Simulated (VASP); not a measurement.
These are PBE GGA, VASP's PBE PAW potentials (set 64) (plane waves; VASP) values and carry that method's errors.

VASP ran on this input.

### INCAR
```
! general
SYSTEM =Cr
PREC   =Accurate
ENCUT  =400   ! plane-wave cut-off (eV)
LREAL  =.False.   ! projection in real space or not
LASPH  =.True.

! electronic loop
EDIFF  =1E-6
NELM   =100   ! most electronic steps
ALGO   =Normal   ! blocked Davidson
LMAXMIX=4

! smearing
ISMEAR =1   ! Methfessel-Paxton
SIGMA  =0.1

! functional
GGA    =PE

! spin
ISPIN  =2   ! spin-polarised
MAGMOM =1.5 -1.5

! ions
ISIF   =2

! output
LWAVE  =.False.
LCHARG =.False.
LORBIT =10
```

File KPOINTS:
```
Automatic mesh
0
Gamma
11 11 11
0 0 0
```

POSCAR:
```
Cr
1.0
  2.9376000000   0.0000000000   0.0000000000
  0.0000000000   2.9376000000   0.0000000000
  0.0000000000   0.0000000000   2.9376000000
Cr
2
Cartesian
  0.0000000000   0.0000000000   0.0000000000
  1.4688000000   1.4688000000   1.4688000000
```

POTCAR, in this order: Cr_pv (PBE.64 set). Program: vasp_std.

Problem. What will the output report for the number of irreducible k-points (NKPTS), number of bands (NBANDS), largest plane-wave count, number of space-group operations, FFT grid (NGX, NGY, NGZ)?

Solution. 
```
Property                                       Value
--------------------------------------  ------------
number of irreducible k-points (NKPTS)            56
number of bands (NBANDS)                          16
largest plane-wave count                         468
number of space-group operations                  48
FFT grid (NGX, NGY, NGZ)                20 × 20 × 20
```

The compound is Cr in the bcc, AFM order structure. The cell was not relaxed at this level.
